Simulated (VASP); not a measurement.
Crystal: C.

```
C
1.0
     0.00000    1.78337    1.78337
     1.78337    0.00000    1.78337
     1.78337    1.78337    0.00000
C
2
Cartesian
  2.6751 2.6751 2.6751
  1.7834 1.7834 1.7834
```

This isn't the form of C at room conditions, which is graphite.

Base run:

```yaml
Program: VASP 6.6.1
Functional: HSE06
Potentials_or_basis: VASP PAW PBE potentials, release 64 (C)
Cutoff: 520 eV
k_mesh: 8 × 8 × 8
Occupations: gaussian, width 0.02 eV
Spin: no spin polarisation
```

Its results: band gap on the k mesh 5.30 eV, indirect (least direct gap 6.99 eV); pressure -7.4 GPa.

Task: The run is repeated on the same cell with these changes: functional from HSE06 to PBE0. What comes out?

Result: Band gap on the k mesh 6.03 eV, indirect (least direct gap 7.69 eV); pressure -7.4 GPa.

Caveats: the PAW data sets were made with another functional, which shifts forces and pressure a little.

Not every run made on this cell is shown here.
